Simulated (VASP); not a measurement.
An input for Quantum ESPRESSO's pw.x (written as the equivalent of a VASP run, and not itself run):

```
&CONTROL
  calculation = 'vc-relax'
  pseudo_dir = './pseudo'
  outdir = './out'
  tprnfor = .true.
  tstress = .true.
  nstep = 30
  forc_conv_thr = 0.00039
/
&SYSTEM
  ibrav = 0
  nat = 6
  ntyp = 2
  ecutwfc = 86
  occupations = 'smearing'
  smearing = 'gaussian'
  degauss = 0.003675
  input_dft = 'vdw-df-cx'
/
&ELECTRONS
  conv_thr = 7.3e-09
  electron_maxstep = 100
/
&IONS
/
&CELL
  cell_dofree = 'shape'
/
ATOMIC_SPECIES
  W 183.840 W.upf
  Se 78.971 Se.upf
CELL_PARAMETERS angstrom
     1.6733138   -2.8982641    0.0000000
     1.6733138    2.8982641    0.0000000
     0.0000000    0.0000000   13.3073966
ATOMIC_POSITIONS crystal
  W    0.3333330  0.6666670  0.2500000
  W    0.6666670  0.3333330  0.7500000
  Se   0.3333330  0.6666670  0.8792010
  Se   0.6666670  0.3333330  0.3792010
  Se   0.6666670  0.3333330  0.1207990
  Se   0.3333330  0.6666670  0.6207990
K_POINTS automatic
  8 8 2 0 0 0
```

Question: Translate this input to VASP (INCAR, KPOINTS, POSCAR, choice of POTCAR).

Answer: Several could match; the one computed here: 
### KPOINTS
```
Automatic mesh
0
Gamma
8 8 2
0 0 0
```

**POSCAR**
```
WSe2
1.0
  1.6733137676  -2.8982641309   0.0000000000
  1.6733137676   2.8982641309   0.0000000000
  0.0000000000   0.0000000000  13.3073966244
W Se
2 4
Cart
  1.6733137676   0.9660899758   3.3268491561
  1.6733137676  -0.9660899758   9.9805474683
  1.6733137676   0.9660899758  11.6998762000
  1.6733137676  -0.9660899758   5.0461778878
  1.6733137676  -0.9660899758   1.6075204244
  1.6733137676   0.9660899758   8.2612187366
```

### INCAR
```
AGGAC = 0.0
LASPH = T   ! aspherical one-centre terms
EDIFFG = -0.01
IBRION = 2   ! conjugate gradients
PREC = Accurate
LUSE_VDW = T
ALGO = Normal   ! blocked Davidson
NSW = 30
EDIFF = 1E-7   ! SCF stop (eV)
LMAXMIX = 6   ! l cut-off of mixed one-centre charges
NELM = 100   ! most electronic steps
GGA = CX
SYSTEM = WSe2
LREAL = F   ! projection in real space or not
ISMEAR = 0   ! Gaussian
LCHARG = F
SIGMA = 0.05
LWAVE = F
ENCUT = 520
ISIF = 4
```

POTCAR, in this order: W_sv Se (PBE.64 set). Program: vasp_std.

What does not carry over: the potentials are each code's own (VASP's PAW set, PseudoDojo norm-conserving files in pw.x), so ENCUT and ecutwfc are chosen apart and not converted; conv_thr bounds pw.x's estimated SCF error, while EDIFF bounds the energy change between steps; forc_conv_thr acts on force components and is met together with etot_conv_thr.

The compound is WSe2 in the 2H layered structure. This cell is one point of a volume scan, at 1.06 of the reference volume. Symmetry was kept, so distortions that lower it aren't found.
